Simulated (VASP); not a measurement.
Here is the system:

```yaml
crystal:
  lattice:
    - [-1.71324, 1.71324, 1.71324]
    - [1.71324, -1.71324, 1.71324]
    - [1.71324, 1.71324, -1.71324]
  atoms:
    - { symbol: Li, position: [0.00000, 0.00000, 0.00000] }
```

The numbers are results of PBEsol GGA, VASP's PBE PAW potentials (set 64) (plane waves; VASP), not measurements. Numerical set-up: 520 eV cut-off, 13×13×13 Γ-centred mesh, first-order Methfessel-Paxton smearing of 0.10 eV, potentials Li_sv.

Task: What does the run give for the energy per atom (σ→0), band gap (on the k-mesh) with the smallest direct gap where there is one?

Result: 
```
Quantity                                                     Value
------------------------  ----------------------------------------
band gap (on the k-mesh)  none (metal, semimetal or under 0.01 eV)
energy per atom (σ→0)                               -1.967 eV/atom
```

The compound is Li in the bcc structure. It was relaxed first, which changed the volume by -5 %. The start is the result of an earlier pass.
